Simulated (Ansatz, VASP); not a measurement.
# InB2: VASP beside Ansatz, part 2 of 2

One calculation is typed for both programs; each brings its own data sets. How far apart do they land? The cell is generated by rule, not measured, and may not be a known phase. The cell is taken from a series of runs on this material, whose earlier steps may have relaxed, scaled, displaced or heated it; both programs get it as it stands.

VASP 6.6.1 and Ansatz 0.2.0.

So far: Set-up; Ansatz: relaxation of cell and atoms, PBEsol, pair 1; VASP: relaxation of cell and atoms, PBEsol, pair 1; Comparison.

## Step 5: VASP: relaxation of cell and atoms, PBEsol, pair 2

Level of this step: PBEsol; plane waves and PAW (In_d, B); invented cell (VASP).

The relaxed volume is the usual yardstick between codes: in a stiff, nearly cubic crystal its relative difference is about their pressure difference at one cell divided by the bulk modulus. This pair takes another cell of the material, with 3 atoms against 6 for the pair before.

File INCAR:

```
SYSTEM = InB2
PREC = Accurate
ENCUT = 500
EDIFF = 1E-07
NELM = 120
ISMEAR = 1
SIGMA = 0.2
LREAL = .FALSE.
ALGO = Normal
GGA = PS
NBANDS = 15
LORBIT = 11
LWAVE = .FALSE.
LCHARG = .FALSE.
ISIF = 3
IBRION = 2
NSW = 80
EDIFFG = -0.005
LASPH = .TRUE.
GGA_COMPAT = .FALSE.
NELMIN = 4
KPAR = 2
```

File POSCAR:

```
InB2
1.0
    3.5982670000      0.0000000000      0.0000000000
    0.0000000000      3.5982670000      0.0000000000
    0.0000000000      0.0000000000      3.1589620000
In B
1 2
Direct
    0.5000001390      0.5000001390      0.0000000000
    0.0000000000      0.0000000000      0.0000000000
    0.0000000000      0.0000000000      0.5000000000
```

File KPOINTS:

```
Automatic mesh
0
Gamma
12 12 14
0 0 0
```

The projector-augmented-wave data sets are In_d and B (PBE family, release 64).

Run with:

```sh
$ mpirun -np 2 vasp_std
```

Numbers of over 12 decimals in the logs are rounded to 6 here.

What it wrote:

```text
[banner, memory and clock lines left out]
running    2 mpi-ranks, on    1 nodes
[...]
[... a notice as in an earlier step ...]

 LDA part: xc-table for (Slater+PW92), standard interpolation
 POSCAR, INCAR and KPOINTS ok, starting setup
[...]
entering main loop
       N       E                     dE             d eps       ncg     rms          rms(c)
DAV:   1     0.103812767619E+03    0.10381E+03   -0.92091E+03  6777   0.149E+03
DAV:   2    -0.112121156661E+02   -0.11502E+03   -0.11067E+03  7546   0.313E+02
DAV:   3    -0.175930321468E+02   -0.63809E+01   -0.63081E+01  8562   0.758E+01
DAV:   4    -0.177081877326E+02   -0.11516E+00   -0.11510E+00  7957   0.106E+01
[...]
DAV:  12    -0.153966065445E+02    0.56619E-05   -0.13934E-05  8386   0.275E-02    0.608E-03
DAV:  13    -0.153966065867E+02   -0.42187E-07   -0.12756E-06  8239   0.687E-03    0.296E-03
DAV:  14    -0.153966065566E+02    0.30087E-07   -0.48689E-08  5475   0.306E-03
   1 F= -.15396607E+02 E0= -.15396600E+02  d E =-.153966E+02
[...]
DAV:   6    -0.153965789481E+02   -0.29253E-06   -0.37848E-07  8134   0.733E-03    0.208E-03
DAV:   7    -0.153965790172E+02   -0.69107E-07   -0.18908E-08  4613   0.176E-03
   2 F= -.15396579E+02 E0= -.15396562E+02  d E =0.275395E-04
 trial-energy change:    0.000028  1 .order    0.000030   -0.000257    0.000317
 step:   0.4538(harm=  0.4484)  dis= 0.00000  next Energy=   -15.396665 (dE=-0.586E-04)
[...]
N       E                     dE             d eps       ncg     rms          rms(c)
DAV:   1    -0.153970682354E+02   -0.48929E-03   -0.10625E-02  8883   0.187E+00    0.114E-01
DAV:   2    -0.153967308143E+02    0.33742E-03   -0.86601E-04  8603   0.603E-01    0.473E-02
DAV:   3    -0.153966714612E+02    0.59353E-04   -0.14546E-04  9002   0.246E-01    0.142E-02
DAV:   4    -0.153966665737E+02    0.48874E-05   -0.95388E-06  8779   0.299E-02    0.103E-02
DAV:   5    -0.153966652534E+02    0.13203E-05   -0.11277E-06  9781   0.138E-02    0.282E-03
DAV:   6    -0.153966650942E+02    0.15921E-06   -0.99390E-08  4751   0.412E-03    0.968E-04
DAV:   7    -0.153966650641E+02    0.30147E-07   -0.19097E-08  4088   0.197E-03
   3 F= -.15396665E+02 E0= -.15396654E+02  d E =-.585074E-04
[...]
reached required accuracy - stopping structural energy minimisation
```

From OUTCAR (step 5):

```text
  Total       -0.0117444     -0.0117444      0.0053325      0.0000000      0.0000000      0.0000000
  in kB       -0.4606223     -0.4606223      0.2091452      0.0000000      0.0000000      0.0000000
  external PRESSURE =      -0.2373665 kB  Pullay stress =       0.0000000 kB

 POSITION                                       TOTAL-FORCE (eV/Angst)
 -----------------------------------------------------------------------------------
      1.79883      1.79883     -0.00000         0.000000      0.000000      0.000000
      0.00000      0.00000      0.00000         0.000000     -0.000000      0.000000
      0.00000      0.00000      1.57807         0.000000     -0.000000      0.000000
 -----------------------------------------------------------------------------------
    total drift:                               -0.000182     -0.000182      0.000000

  FREE ENERGIE OF THE ION-ELECTRON SYSTEM (eV)
  ---------------------------------------------------
  free  energy   TOTEN  =       -15.3966650641 eV

  energy  without entropy=      -15.3966325447  energy(sigma->0) =      -15.39665422

[... 1 part as in an earlier step ...]

[... 3 further parts left out ...]
[key lines of the parts left out:]
E-fermi :   6.9312
```

The run keeps the 16 symmetry operations of its start, so it cannot find a distortion of lower symmetry.

## Step 6: Ansatz: relaxation of cell and atoms, PBEsol, pair 2

The same cell, functional, mesh and smearing now go to Ansatz, which takes its cutoff from its data sets.

The cell is taken from a series of runs on this material, whose earlier steps may have relaxed, scaled, displaced or heated it; both programs get it as it stands.

File input.yaml:

```yaml
crystal:
  lattice:
    - [3.5982670292, 0.0, 0.0]
    - [0.0, 3.5982670292, 0.0]
    - [0.0, 0.0, 3.158962206]
  atoms:
    - { symbol: In, position: [0.5, 0.5, 0.0] }
    - { symbol: B, position: [0.0, 0.0, 0.0] }
    - { symbol: B, position: [0.0, 0.0, 0.5] }
kpoints:
  mp_grid: { grid: [12, 12, 14] }
hamiltonian:
  xc: pbesol
  pseudopotentials: { kind: nc }
scf:
  occupations: { method: methfessel_paxton, width: 0.2 }
output:
  forces: true
  stress: true
  eigenvalues: true
relax:
  adjacent_minimum: "off"
  f_tol: 0.001
  max_steps: 60
  cell: { stress_tol: 0.01 }
```

Run with:

```sh
$ ansatz run input.yaml --threads 8 --pin off --max-ram 14336MiB --backend cpu --events-out ev --progress --plain --runs-dir out
```

What it wrote:

```text
[...]
Crystal: 3 atoms, lattice volume = 40.901 Å³
Basis set: ecut = 1034.032677 eV, 3117 PW (Γ), exchange–correlation on 80×80×72 points (8 copies of the dense FFT grid, shifted against one another)
Bands: 14, of which v1, the nominal top of the filled ones, is band 10 counted from 1 (9 counted from 0)
Symmetry: 16 space group operations
[...]
k-points: 224 of 2016
[...]
k-point 223: bands = [... 6 lower, 3.0712, 7.0776, 7.0776, 8.8753, 9.2975, 9.2975, 9.8077, 22.0573]
--- Relaxed structure (3 steps of the walk, 3 accepted, 1 SCFs on fresh bases) ---
[...]
cell:  # Å, volume = 40.9359 Å³
    - [3.600545, 0, 0.0]
    - [0, 3.600545, 0.0]
    - [0.0, 0.0, 3.157675]
  atoms:
    - { symbol: In, position: [0.500000, 0.500000, 0.0] }
    - { symbol: B, position: [0, 0.0, 0.0] }
    - { symbol: B, position: [0, 0, 0.500000] }
[key lines of the parts left out:]
SCF converged after 5 iterations
Free energy (F): -1962.195984 eV
Fermi energy:    9.956940 eV
P = ⅓ Tr σ = 0.0042 GPa (0.042 kbar)
```

## Step 7: Comparison

The two programs side by side:

```
                                         quantity  Ansatz   VASP  difference
                                      volume (Å³)   40.94  40.85     +0.21 %
edge a after relaxation, in the typed setting (Å)   3.600  3.598     +0.08 %
edge c after relaxation, in the typed setting (Å)   3.158  3.156     +0.05 %
```

## Step 8: VASP: relaxation of cell and atoms, PBEsol, pair 3

The relaxed volume is the usual yardstick between codes: in a stiff, nearly cubic crystal its relative difference is about their pressure difference at one cell divided by the bulk modulus. This pair takes another cell of the material, with 6 atoms against 3 for the pair before.

Edit INCAR of step 5 so:

```diff
@@ -10,3 +10,3 @@
 GGA = PS
-NBANDS = 15
+NBANDS = 25
 LORBIT = 11
```

File POSCAR:

```
InB2
1.0
    0.0000000000      3.2951940000      3.2951940000
    3.2951940000      0.0000000000      3.2951940000
    3.2951940000      3.2951940000      0.0000000000
In B
2 4
Direct
    0.7500000000      0.7500000000      0.7500000000
    0.5000000000      0.5000000000      0.5000000000
    0.1250000759      0.6250000759      0.1250000759
    0.1250000759      0.1250000759      0.6250000759
    0.6250000759      0.1250000759      0.1250000759
    0.1250000759      0.1250000759      0.1250000759
```

File KPOINTS:

```
Automatic mesh
0
Gamma
12 12 12
0 0 0
```

Run with:

```sh
$ mpirun -np 2 vasp_std
```

What it wrote:

```text
[banner, memory and clock lines left out]
running    2 mpi-ranks, on    1 nodes
[...]
[... a notice as in an earlier step ...]

 LDA part: xc-table for (Slater+PW92), standard interpolation
 POSCAR, INCAR and KPOINTS ok, starting setup
[...]
entering main loop
       N       E                     dE             d eps       ncg     rms          rms(c)
DAV:   1     0.285904167977E+03    0.28590E+03   -0.17825E+04  3608   0.193E+03
DAV:   2     0.721516357777E+00   -0.28518E+03   -0.27945E+03  3657   0.415E+02
DAV:   3    -0.239042750364E+02   -0.24626E+02   -0.24089E+02  4553   0.135E+02
DAV:   4    -0.246938523771E+02   -0.78958E+00   -0.78313E+00  4501   0.225E+01
[...]
DAV:  11    -0.239157759248E+02   -0.17013E-05   -0.97400E-05  5499   0.989E-02    0.239E-02
DAV:  12    -0.239157738164E+02    0.21084E-05   -0.19078E-05  5523   0.326E-02    0.939E-03
DAV:  13    -0.239157738680E+02   -0.51557E-07   -0.62795E-07  3813   0.477E-03
   1 F= -.23915774E+02 E0= -.23916266E+02  d E =-.239158E+02
[...]
N       E                     dE             d eps       ncg     rms          rms(c)
DAV:   1    -0.239170379218E+02   -0.12641E-02   -0.33216E-02  4430   0.327E+00    0.207E-01
DAV:   2    -0.239160036065E+02    0.10343E-02   -0.25444E-03  4705   0.108E+00    0.839E-02
DAV:   3    -0.239158428520E+02    0.16075E-03   -0.52721E-04  4870   0.465E-01    0.152E-02
DAV:   4    -0.239158401069E+02    0.27451E-05   -0.39859E-05  4279   0.544E-02    0.138E-02
DAV:   5    -0.239158406608E+02   -0.55389E-06   -0.22516E-06  5140   0.194E-02    0.626E-03
DAV:   6    -0.239158414520E+02   -0.79121E-06   -0.84984E-07  3619   0.771E-03    0.196E-03
DAV:   7    -0.239158415741E+02   -0.12206E-06   -0.72285E-08  2313   0.215E-03    0.977E-04
DAV:   8    -0.239158415648E+02    0.92450E-08   -0.21125E-08  2105   0.185E-03
   2 F= -.23915842E+02 E0= -.23916320E+02  d E =-.676969E-04
 trial-energy change:   -0.000068  1 .order   -0.000068   -0.000170    0.000035
 step:   0.8289(harm=  0.8289)  dis= 0.00000  next Energy=   -23.915844 (dE=-0.706E-04)
 reached required accuracy - stopping structural energy minimisation
```

Parts of OUTCAR (step 8):

```text
  Total        0.0173472      0.0173472      0.0173472      0.0000000     -0.0000000      0.0000000
  in kB        0.3891763      0.3891763      0.3891763      0.0000000     -0.0000000      0.0000000
  external PRESSURE =       0.3891763 kB  Pullay stress =       0.0000000 kB

 POSITION                                       TOTAL-FORCE (eV/Angst)
 -----------------------------------------------------------------------------------
      4.93945      4.93945      4.93945        -0.000000     -0.000000     -0.000000
      3.29297      3.29297      3.29297         0.000000      0.000000      0.000000
      2.46973      0.82324      2.46973         0.000000      0.000000     -0.000000
      2.46973      2.46973      0.82324         0.000000     -0.000000     -0.000000
      0.82324      2.46973      2.46973         0.000000      0.000000     -0.000000
      0.82324      0.82324      0.82324         0.000000      0.000000     -0.000000
 -----------------------------------------------------------------------------------
    total drift:                               -0.000045     -0.000045     -0.000045

  FREE ENERGIE OF THE ION-ELECTRON SYSTEM (eV)
  ---------------------------------------------------
  free  energy   TOTEN  =       -23.9158415648 eV

  energy  without entropy=      -23.9172770096  energy(sigma->0) =      -23.91632005

[... 1 part as in an earlier step ...]

[... 3 further parts left out ...]
[key lines of the parts left out:]
E-fermi :   9.1209
```

## Step 9: Ansatz: relaxation of cell and atoms, PBEsol, pair 3

The same cell, functional, mesh and smearing now go to Ansatz, which takes its cutoff from its data sets.

The cell is taken from a series of runs on this material, whose earlier steps may have relaxed, scaled, displaced or heated it; both programs get it as it stands.

input.yaml, the sections that differ from step 6:

```yaml
crystal:
  lattice:
    - [0.0, 3.2951941004, 3.2951941004]
    - [3.2951941004, 0.0, 3.2951941004]
    - [3.2951941004, 3.2951941004, 0.0]
  atoms:
    - { symbol: In, position: [0.75, 0.75, 0.75] }
    - { symbol: In, position: [0.5, 0.5, 0.5] }
    - { symbol: B, position: [0.125, 0.625, 0.125] }
    - { symbol: B, position: [0.125, 0.125, 0.625] }
    - { symbol: B, position: [0.625, 0.125, 0.125] }
    - { symbol: B, position: [0.125, 0.125, 0.125] }
kpoints:
  mp_grid: { grid: [12, 12, 12] }
# hamiltonian, scf, output, relax: as in step 6
```

Run with:

```sh
$ ansatz run input.yaml --threads 8 --pin off --max-ram 14336MiB --backend cpu --events-out ev --progress --plain --runs-dir out
```

What it wrote:

```text
[...]
Crystal: 6 atoms, lattice volume = 71.560 Å³
Basis set: ecut = 1034.032677 eV, 5329 PW (Γ), exchange–correlation on 100×100×100 points (8 copies of the dense FFT grid, shifted against one another)
Bands: 25, of which v1, the nominal top of the filled ones, is band 19 counted from 1 (18 counted from 0)
Symmetry: 48 space group operations
[...]
k-points: 72 of 1728
[...]
cell:  # Å, volume = 71.6293 Å³
    - [0, 3.296251, 3.296251]
    - [3.296251, 0, 3.296251]
    - [3.296251, 3.296251, 0]
  atoms:
    - { symbol: In, position: [0.75, 0.75, 0.75] }
    - { symbol: In, position: [0.5, 0.5, 0.5] }
    - { symbol: B, position: [0.125, 0.625, 0.125] }
    - { symbol: B, position: [0.125, 0.125, 0.625] }
    - { symbol: B, position: [0.625, 0.125, 0.125] }
    - { symbol: B, position: [0.125, 0.125, 0.125] }
[key lines of the parts left out:]
SCF converged after 5 iterations
Free energy (F): -3917.511402 eV
Fermi energy:    12.565312 eV
P = ⅓ Tr σ = -0.0000 GPa (-0.000 kbar)
```

## Step 10: Differences

The two programs side by side:

```csv
quantity,Ansatz,VASP,difference
volume (Å³),71.63,71.42,+0.30 %
"edge a after relaxation, in the typed setting (Å)",4.662,4.657,+0.10 %
```

## Step 11: Results

```json
{
 "difference in volume (relaxation of cell and atoms, PBEsol, pair 1)": "0.21 %",
 "difference in volume (relaxation of cell and atoms, PBEsol, pair 2)": "0.21 %",
 "difference in volume (relaxation of cell and atoms, PBEsol, pair 3)": "0.30 %"
}
```

In words: The difference in volume is 0.30 % (relaxation of cell and atoms, PBEsol, pair 3), within the 1.2 % picked in this series as the mark of a large difference, as far as the stopping tolerances let one tell. 5 further runs of this series are not shown here. Such differences can come from data sets, numerical settings and the points named under the comparisons, not from the functional's error against experiment.

[Lines on the potential files, build, host, timing and source positions are cut from VASP's logs without a mark.]

[Logs are printed without paths, hosts, clocks, repeated set-up lines and the standing remarks that a program may print on its own settings, such as how far it seeks lower states.]

[Hosts, paths, dates, database ids (printed as entryN), source tags and the programs' standing remarks are cut or masked in the printed files.]
